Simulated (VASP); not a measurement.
Calculation: PBEsol GGA, VASP's PBE PAW potentials (set 64) (plane waves; VASP).

Input for VASP

**INCAR**
```
SYSTEM = CaPd5
PREC = Accurate
ENCUT = 300
EDIFF = 1E-6
NELM = 100
ALGO = Normal
LREAL = .FALSE.
LASPH = .TRUE.
ISMEAR = -1
SIGMA = 0.1
GGA = PS
LMAXMIX = 4
LWAVE = .FALSE.
LCHARG = .FALSE.
ISIF = 2
```

**KPOINTS**
```
K-points
0
G
 7 7 7
```

POSCAR:
```
CaPd5
1
    5.1470000000     0.0000000000     0.0000000000
   -2.5735000000     4.4574330000     0.0000000000
    0.0000000000     0.0000000000     4.2240000000
Ca Pd
1 5
Direct
  0.0179210000   0.0036000000  -0.0045930000
  0.4880240000  -0.0078720000   0.4846300000
  0.5035210000   0.5006810000   0.4964050000
 -0.0054890000   0.5057110000   0.5018770000
  0.3331650000   0.6588550000   0.0051180000
  0.6628580000   0.3390250000   0.0165630000
```

POTCAR, in this order: Ca_sv Pd (PBE.64 set). Program: vasp_std.

What VASP printed:

**OSZICAR**
```
       N       E                     dE             d eps       ncg     rms          rms(c)
DAV:   1     0.319890037366E+03    0.31989E+03   -0.21998E+04 12384   0.108E+03
DAV:   2    -0.205512796601E+02   -0.34044E+03   -0.32705E+03 13268   0.308E+02
DAV:   3    -0.354681242520E+02   -0.14917E+02   -0.14504E+02 17676   0.598E+01
DAV:   4    -0.359069627852E+02   -0.43884E+00   -0.43772E+00 17564   0.900E+00
DAV:   5    -0.359145946246E+02   -0.76318E-02   -0.76302E-02 16100   0.118E+00    0.212E+01
DAV:   6    -0.339579041829E+02    0.19567E+01   -0.13262E+01 13852   0.234E+01    0.109E+01
DAV:   7    -0.337787890535E+02    0.17912E+00   -0.28591E+00 13296   0.158E+01    0.654E+00
DAV:   8    -0.336276565474E+02    0.15113E+00   -0.10136E+00 13604   0.115E+01    0.363E+00
DAV:   9    -0.335794648164E+02    0.48192E-01   -0.13741E-01 16024   0.369E+00    0.340E-01
DAV:  10    -0.335790633750E+02    0.40144E-03   -0.95386E-03 14676   0.666E-01    0.192E-01
DAV:  11    -0.335789689954E+02    0.94380E-04   -0.92413E-04 13892   0.319E-01    0.136E-01
DAV:  12    -0.335789905035E+02   -0.21508E-04   -0.63198E-04 14164   0.219E-01    0.464E-02
DAV:  13    -0.335789612748E+02    0.29229E-04   -0.17564E-04 13844   0.134E-01    0.143E-02
DAV:  14    -0.335789601864E+02    0.10885E-05   -0.19281E-05 13320   0.374E-02    0.997E-03
DAV:  15    -0.335789584976E+02    0.16887E-05   -0.90392E-06 14344   0.260E-02    0.385E-03
DAV:  16    -0.335789583517E+02    0.14591E-06   -0.10391E-06  7484   0.975E-03
   1 F= -.33578958E+02 E0= -.33501691E+02  d E =-.154535E+00
```

File OUTCAR:
```
------------------------ aborting loop because EDIFF is reached ----------------------------------------
  FORCE on cell =-STRESS in cart. coord.  units (eV):
  Direction    XX          YY          ZZ          XY          YZ          ZX
  --------------------------------------------------------------------------------------
  Total        7.8701043      7.6206472     11.1688743     -0.0940745      0.2483956     -0.0726594
  in kB      130.1152402    125.9910035    184.6533043     -1.5553195      4.1066860     -1.2012668
  external PRESSURE =     146.9198494 kB  Pullay stress =       0.0000000 kB
  volume of cell :       96.91
      direct lattice vectors                 reciprocal lattice vectors
     5.147000000  0.000000000  0.000000000     0.194287935  0.112172185  0.000000000
    -2.573500000  4.457433000  0.000000000     0.000000000  0.224344370  0.000000000
     0.000000000  0.000000000  4.224000000     0.000000000  0.000000000  0.236742424
 POSITION                                       TOTAL-FORCE (eV/Angst)
 -----------------------------------------------------------------------------------
      0.08297      0.01605      4.20460        -0.520933     -0.092901     -0.057257
     -0.04138      4.42234      2.04708         0.349493      0.667912      1.434377
      1.30312      2.23175      2.09681        -0.809535      0.105192      0.996845
      3.81730      2.25417      2.11993         0.521791     -0.469694      0.551865
      0.01924      2.93680      0.02162        -0.036129      0.026353     -0.950839
      2.53925      1.51118      0.06996         0.495313     -0.236862     -1.974992
 -----------------------------------------------------------------------------------
    total drift:                                0.000248      0.000230     -0.000223
  FREE ENERGIE OF THE ION-ELECTRON SYSTEM (eV)
  ---------------------------------------------------
  free  energy   TOTEN  =       -33.5789583517 eV

  energy  without entropy=      -33.4244232443  energy(sigma->0) =      -33.50169080
```
(Selected blocks of OUTCAR.)

At this cut-off the stress carries a Pulay error, which pulls relaxed volumes low.

The structure comes from a measured CaPd5 entry of the Crystallography Open Database, whose conditions weren't checked. The cell was not relaxed at this level, atoms are displaced from their ideal sites.
